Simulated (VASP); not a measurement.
Output of a VASP run:

File OSZICAR:
```
       N       E                     dE             d eps       ncg     rms          rms(c)
DAV:   1     0.452624779450E+02    0.45262E+02   -0.59264E+03   744   0.925E+02
DAV:   2    -0.116972436113E+02   -0.56960E+02   -0.52164E+02   804   0.173E+02
DAV:   3    -0.131894998539E+02   -0.14923E+01   -0.14719E+01   896   0.273E+01
DAV:   4    -0.132025802200E+02   -0.13080E-01   -0.13073E-01   812   0.296E+00
DAV:   5    -0.132027739430E+02   -0.19372E-03   -0.19369E-03   896   0.394E-01    0.847E+00
DAV:   6    -0.121123369225E+02    0.10904E+01   -0.62719E+00   784   0.279E+01    0.411E+00
DAV:   7    -0.120363143964E+02    0.76023E-01   -0.29842E-01   744   0.644E+00    0.182E+00
DAV:   8    -0.120103570160E+02    0.25957E-01   -0.29994E-02   816   0.131E+00    0.408E-01
DAV:   9    -0.120091771404E+02    0.11799E-02   -0.41705E-03   792   0.768E-01    0.190E-01
DAV:  10    -0.120093333767E+02   -0.15624E-03   -0.27189E-04   732   0.130E-01    0.362E-02
DAV:  11    -0.120093295173E+02    0.38594E-05   -0.98171E-06   864   0.272E-02    0.140E-02
DAV:  12    -0.120093317345E+02   -0.22172E-05   -0.54786E-06   744   0.159E-02    0.337E-03
DAV:  13    -0.120093317615E+02   -0.27063E-07   -0.21198E-07   472   0.463E-03
   1 F= -.12009332E+02 E0= -.12008361E+02  d E =-.291187E-02
```

OUTCAR:
```
------------------------ aborting loop because EDIFF is reached ----------------------------------------
  FORCE on cell =-STRESS in cart. coord.  units (eV):
  Direction    XX          YY          ZZ          XY          YZ          ZX
  --------------------------------------------------------------------------------------
  Total       -1.0951518     -1.0951518     -1.0951518     -0.0000000      0.0000000     -0.0000000
  in kB      -30.6189735    -30.6189735    -30.6189735     -0.0000000      0.0000000     -0.0000000
  external PRESSURE =     -30.6189735 kB  Pullay stress =       0.0000000 kB
  volume of cell :       57.31
      direct lattice vectors                 reciprocal lattice vectors
     0.000000000  3.060000000  3.060000000    -0.163398693  0.163398693  0.163398693
     3.060000000  0.000000000  3.060000000     0.163398693 -0.163398693  0.163398693
     3.060000000  3.060000000  0.000000000     0.163398693  0.163398693 -0.163398693
 POSITION                                       TOTAL-FORCE (eV/Angst)
 -----------------------------------------------------------------------------------
      1.53000      1.53000      1.53000        -0.000000     -0.000000      0.000000
      4.59000      4.59000      4.59000         0.000000      0.000000     -0.000000
      0.00000      0.00000      0.00000         0.000000      0.000000      0.000000
 -----------------------------------------------------------------------------------
    total drift:                               -0.000000     -0.000000      0.000000
  FREE ENERGIE OF THE ION-ELECTRON SYSTEM (eV)
  ---------------------------------------------------
  free  energy   TOTEN  =       -12.0093317615 eV

  energy  without entropy=      -12.0064198902  energy(sigma->0) =      -12.00836114
```
(Selected blocks of OUTCAR.)

POSCAR:
```
AuAl2
1
    0.0000000000     3.0600000000     3.0600000000
    3.0600000000     0.0000000000     3.0600000000
    3.0600000000     3.0600000000     0.0000000000
Al Au
2 1
Direct
  0.2500000000   0.2500000000   0.2500000000
  0.7500000000   0.7500000000   0.7500000000
  0.0000000000   0.0000000000   0.0000000000
```

**Question.** Write an INCAR and KPOINTS that could have produced this output.

**Answer.** This is not unique; one that fits is the input of the run itself, PBE GGA, plane waves, VASP's PBE PAW potentials (set 64).

**KPOINTS**
```
Regular mesh
0
gamma
  8 8 8
```

### INCAR
```
ALGO=Normal
EDIFF=1E-6
ENCUT=400
GGA=PE
ISIF=2
ISMEAR=1
LASPH=T
LCHARG=F
LMAXMIX=6
LREAL=F
LWAVE=F
NELM=100
PREC=Accurate
SIGMA=0.1
SYSTEM=AuAl2
```

POTCAR, in this order: Al Au (PBE.64 set). Program: vasp_std.

The compound is AuAl2 in the fluorite structure. The cell was not relaxed at this level. The electron count is odd and the run is not spin-polarised, which forces a metal.
